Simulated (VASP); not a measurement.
These are PBEsol GGA with spin-orbit coupling, VASP's PBE PAW potentials (set 64) (plane waves; VASP) values and carry that method's errors.

The input files of a VASP run:

**KPOINTS**
```
Automatic
0
Gamma
 4 4 6
```

**KPOINTS_OPT**
```
k-points along high-symmetry lines
5
Line-mode
Reciprocal
  0.000000   0.000000   0.000000 ! GAMMA
  0.500000   0.500000   0.000000 ! Y

  0.500000   0.500000   0.000000 ! Y
  0.500000   0.500000   0.000000 ! C_0

  0.500000  -0.500000   0.000000 ! SIGMA_0
  0.000000   0.000000   0.000000 ! GAMMA

  0.000000   0.000000   0.000000 ! GAMMA
  0.000000   0.000000   0.500000 ! Z

  0.000000   0.000000   0.500000 ! Z
  0.500000  -0.500000   0.500000 ! A_0

  0.500000   0.500000   0.500000 ! E_0
  0.500000   0.500000   0.500000 ! T

  0.500000   0.500000   0.500000 ! T
  0.500000   0.500000   0.000000 ! Y

  0.000000   0.000000   0.000000 ! GAMMA
  0.500000  -0.000000   0.000000 ! S

  0.500000  -0.000000   0.000000 ! S
  0.500000  -0.000000   0.500000 ! R

  0.500000  -0.000000   0.500000 ! R
  0.000000   0.000000   0.500000 ! Z

  0.000000   0.000000   0.500000 ! Z
  0.500000   0.500000   0.500000 ! T
```

**INCAR**
```
ISYM=0
LSORBIT=.TRUE.
LWAVE=.FALSE.
LMAXMIX=4   # l cut-off of mixed one-centre charges
LASPH=.TRUE.
SIGMA=0.05   # width (eV)
ENCUT=520   # plane-wave cut-off (eV)
LREAL=.FALSE.
GGA=PS   # PBEsol
LCHARG=.FALSE.
LORBIT=11
PREC=Accurate
MAGMOM=2*0 4.5 2*0 -4.5 2*0 -0.0 2*0 0.0 2*0 0.0 2*0 -0.0
NELM=100   # most electronic steps
SYSTEM=MnF2
GGA_COMPAT=.FALSE.
ALGO=Normal
ISMEAR=0   # Gaussian
EDIFF=1E-6   # SCF stop (eV)
```

File POSCAR:
```
MnF2
1
    4.8456350247     0.0000000000     0.0000000000
    0.0000000000     4.8456350247     0.0000000000
    0.0000000000     0.0000000000     3.2805016993
Mn F
2 4
Direct
  0.0000000000   0.0000000000   0.0000000000
  0.5000000000   0.5000000000   0.5000000000
  0.3035984944   0.3035984944   0.0000000000
  0.8035984944   0.1964015056   0.5000000000
  0.1964015056   0.8035984944   0.5000000000
  0.6964015056   0.6964015056   0.0000000000
```

POTCAR, in this order: Mn_pv F (PBE.64 set). Program: vasp_ncl.

Output of the run:

**OSZICAR**
```
       N       E                     dE             d eps       ncg     rms          rms(c)
DAV:   1     0.783396415705E+03    0.78340E+03   -0.30260E+04 12768   0.193E+03
DAV:   2     0.595416021209E+02   -0.72385E+03   -0.67308E+03 13096   0.576E+02
DAV:   3    -0.396664296053E+02   -0.99208E+02   -0.96547E+02 14472   0.217E+02
DAV:   4    -0.438632274871E+02   -0.41968E+01   -0.40886E+01 14520   0.414E+01
DAV:   5    -0.439527024746E+02   -0.89475E-01   -0.89288E-01 14104   0.675E+00    0.205E+01
DAV:   6    -0.406586459312E+02    0.32941E+01   -0.22755E+01 15480   0.367E+01    0.152E+01
DAV:   7    -0.407721345861E+02   -0.11349E+00   -0.17753E+00 13784   0.108E+01    0.105E+01
DAV:   8    -0.406011291763E+02    0.17101E+00   -0.53707E-01 12880   0.678E+00    0.314E+00
DAV:   9    -0.407810450666E+02   -0.17992E+00   -0.14000E-01 15256   0.428E+00    0.968E-01
DAV:  10    -0.407887099176E+02   -0.76649E-02   -0.23668E-02 13280   0.108E+00    0.180E-01
DAV:  11    -0.407890158774E+02   -0.30596E-03   -0.38158E-03 12984   0.455E-01    0.777E-02
DAV:  12    -0.407891542284E+02   -0.13835E-03   -0.32565E-03 12480   0.376E-01    0.637E-02
DAV:  13    -0.407891624934E+02   -0.82650E-05   -0.28260E-03 12448   0.335E-01    0.314E-02
DAV:  14    -0.407891836335E+02   -0.21140E-04   -0.24122E-03 12480   0.302E-01    0.307E-02
DAV:  15    -0.407891479222E+02    0.35711E-04   -0.13265E-03 12576   0.230E-01    0.189E-02
DAV:  16    -0.407891016466E+02    0.46276E-04   -0.45334E-04 12672   0.142E-01    0.864E-03
DAV:  17    -0.407890991064E+02    0.25402E-05   -0.27131E-04 12848   0.112E-01    0.796E-03
DAV:  18    -0.407890974255E+02    0.16809E-05   -0.18120E-04 12544   0.932E-02    0.640E-03
DAV:  19    -0.407891000046E+02   -0.25791E-05   -0.22451E-04 12584   0.105E-01    0.753E-03
DAV:  20    -0.407890955447E+02    0.44599E-05   -0.16330E-04 12496   0.881E-02    0.588E-03
DAV:  21    -0.407890918168E+02    0.37279E-05   -0.50806E-05 11848   0.505E-02    0.267E-03
DAV:  22    -0.407890932896E+02   -0.14728E-05   -0.57371E-05 11912   0.534E-02    0.411E-03
DAV:  23    -0.407890922968E+02    0.99281E-06   -0.65695E-05 11944   0.554E-02    0.357E-03
DAV:  24    -0.407890906504E+02    0.16464E-05   -0.20032E-05 11744   0.314E-02    0.169E-03
DAV:  25    -0.407890906627E+02   -0.12275E-07   -0.87847E-06 11600   0.214E-02
   1 F= -.40789091E+02 E0= -.40789091E+02  d E =-.112265E-18  mag=     0.0006     0.0007    -0.0000
       N       E                     dE             ncg
```

File OUTCAR:
```
------------------------ aborting loop because EDIFF is reached ----------------------------------------
  FORCE on cell =-STRESS in cart. coord.  units (eV):
  Direction    XX          YY          ZZ          XY          YZ          ZX
  --------------------------------------------------------------------------------------
  Total        0.0900931      0.0900929      0.0300876      0.0000066      0.0000088     -0.0000036
  in kB        1.8739603      1.8739569      0.6258299      0.0001373      0.0001823     -0.0000747
  external PRESSURE =       1.4579157 kB  Pullay stress =       0.0000000 kB
  volume of cell :       77.03
      direct lattice vectors                 reciprocal lattice vectors
     4.845635025  0.000000000  0.000000000     0.206371300  0.000000000  0.000000000
     0.000000000  4.845635025  0.000000000     0.000000000  0.206371300  0.000000000
     0.000000000  0.000000000  3.280501699     0.000000000  0.000000000  0.304831423
 POSITION                                       TOTAL-FORCE (eV/Angst)
 -----------------------------------------------------------------------------------
      0.00000      0.00000      0.00000        -0.000006      0.000004      0.000005
      2.42282      2.42282      1.64025         0.000000     -0.000006     -0.000001
      1.47113      1.47113      0.00000        -0.013414     -0.013400      0.000002
      3.89395      0.95169      1.64025        -0.013384      0.013378     -0.000004
      0.95169      3.89395      1.64025         0.013394     -0.013399      0.000004
      3.37451      3.37451      0.00000         0.013409      0.013423     -0.000006
 -----------------------------------------------------------------------------------
    total drift:                                0.000056     -0.000023      0.000004
  FREE ENERGIE OF THE ION-ELECTRON SYSTEM (eV)
  ---------------------------------------------------
  free  energy   TOTEN  =       -40.7890906627 eV

  energy  without entropy=      -40.7890906627  energy(sigma->0) =      -40.78909066

 total charge

# of ion       s       p       d       tot
------------------------------------------
    1        0.169   6.155   4.969  11.293
    2        0.169   6.155   4.969  11.293
    3        1.733   4.352   0.000   6.085
    4        1.733   4.352   0.000   6.085
    5        1.733   4.352   0.000   6.085
    6        1.733   4.352   0.000   6.085
--------------------------------------------------
tot          7.270  29.719   9.937  46.926

 magnetization (x)

# of ion       s       p       d       tot
------------------------------------------
    1       -0.000  -0.000   0.000   0.000
    2        0.000   0.000   0.000   0.000
    3        0.000   0.000   0.000   0.000
    4        0.000   0.000   0.000   0.000
    5       -0.000  -0.000   0.000  -0.000
    6        0.000   0.000   0.000   0.000
--------------------------------------------------
tot          0.000   0.000   0.001   0.001

 magnetization (y)

# of ion       s       p       d       tot
------------------------------------------
    1        0.000   0.000   0.000   0.000
    2        0.000   0.000   0.000   0.000
    3        0.000   0.000   0.000   0.000
    4        0.000   0.000   0.000   0.000
    5       -0.000  -0.000   0.000  -0.000
    6       -0.000  -0.000   0.000  -0.000
--------------------------------------------------
tot          0.000   0.000   0.001   0.001

 magnetization (z)

# of ion       s       p       d       tot
------------------------------------------
    1        0.017   0.017   4.482   4.515
    2       -0.017  -0.017  -4.482  -4.515
    3       -0.002  -0.025   0.000  -0.027
    4        0.002   0.025   0.000   0.027
    5        0.002   0.025   0.000   0.027
    6       -0.002  -0.025   0.000  -0.027
--------------------------------------------------
tot          0.000   0.000  -0.000   0.000

 Ion:    1  E_soc:     -0.0273276

 Ion:    2  E_soc:     -0.0273276

 Ion:    3  E_soc:     -0.0003549

 Ion:    4  E_soc:     -0.0003549

 Ion:    5  E_soc:     -0.0003549

 Ion:    6  E_soc:     -0.0003549
```
(Selected blocks of OUTCAR.)

The compound is MnF2 in the rutile structure. It was relaxed first.
